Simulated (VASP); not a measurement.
Computed with LDA (Ceperley-Alder, Perdew-Zunger) with spin-orbit coupling, VASP's LDA PAW potentials (set 64) (plane waves; VASP).

The input files of a VASP run:

File KPOINTS:
```
Automatic mesh
0
Gamma
4 4 6
0 0 0
```

INCAR:
```
SYSTEM=MnF2
PREC=Accurate; ENCUT=520; LREAL=.False.
LASPH=.True.
EDIFF=1E-6; NELM=100; ALGO=Normal
LMAXMIX=4
ISMEAR=0; SIGMA=0.05
GGA_COMPAT=.False.
MAGMOM=2*0 4.4 2*0 -4.4 2*0 -0.0 2*0 0.0 2*0 0.0 2*0 -0.0
LSORBIT=.True.
LWAVE=.False.; LCHARG=.False.; LORBIT=11
```

### KPOINTS_OPT
```
k-points along high-symmetry lines
5
Line-mode
Reciprocal
  0.000000   0.000000   0.000000 ! GAMMA
  0.500000   0.500000   0.000000 ! Y

  0.500000   0.500000   0.000000 ! Y
  0.500000   0.500000   0.000000 ! C_0

  0.500000  -0.500000   0.000000 ! SIGMA_0
  0.000000   0.000000   0.000000 ! GAMMA

  0.000000   0.000000   0.000000 ! GAMMA
  0.000000   0.000000   0.500000 ! Z

  0.000000   0.000000   0.500000 ! Z
  0.500000  -0.500000   0.500000 ! A_0

  0.500000   0.500000   0.500000 ! E_0
  0.500000   0.500000   0.500000 ! T

  0.500000   0.500000   0.500000 ! T
  0.500000   0.500000   0.000000 ! Y

  0.000000   0.000000   0.000000 ! GAMMA
  0.500000  -0.000000   0.000000 ! S

  0.500000  -0.000000   0.000000 ! S
  0.500000  -0.000000   0.500000 ! R

  0.500000  -0.000000   0.500000 ! R
  0.000000   0.000000   0.500000 ! Z

  0.000000   0.000000   0.500000 ! Z
  0.500000   0.500000   0.500000 ! T
```

### POSCAR
```
MnF2
1.0
  4.7580715385   0.0000000000   0.0000000000
  0.0000000000   4.7580715385   0.0000000000
  0.0000000000   0.0000000000   3.2251873687
Mn F
2 4
Direct
  0.0000000000   0.0000000000   0.0000000000
  0.5000000000   0.5000000000   0.5000000000
  0.3022480159   0.3022480159   0.0000000000
  0.8022480159   0.1977519841   0.5000000000
  0.1977519841   0.8022480159   0.5000000000
  0.6977519841   0.6977519841   1.0000000000
```

POTCAR, in this order: Mn_pv F (LDA.64 set). Program: vasp_ncl.

The path is coarsely sampled, so an indirect gap can come out somewhat too large.

Task: What does the run give for the energy per atom (σ→0), band gap (over mesh and band path)?

Result: 
```
Quantity                                    Result
----------------------------------  --------------
energy per atom (σ→0)               -6.993 eV/atom
band gap (over mesh and band path)         1.62 eV
```

**OSZICAR**
```
...
DAV:  10    -0.419561336561E+02   -0.25955E-02   -0.16756E-02  4840   0.870E-01    0.179E-01
DAV:  11    -0.419561883830E+02   -0.54727E-04   -0.46671E-04  5496   0.193E-01    0.707E-02
DAV:  12    -0.419562021282E+02   -0.13745E-04   -0.37574E-05  5744   0.531E-02    0.382E-02
DAV:  13    -0.419562117873E+02   -0.96591E-05   -0.86234E-06  4800   0.251E-02    0.978E-03
DAV:  14    -0.419562108537E+02    0.93359E-06   -0.85400E-07  2944   0.854E-03
   1 F= -.41956211E+02 E0= -.41956211E+02  d E =-.268587E-26  mag=     0.0000     0.0000    -0.0000
       N       E                     dE             ncg
       N       E                     dE             ncg
```

The compound is MnF2 in the rutile structure. It was relaxed first, which changed the volume by -7 %.
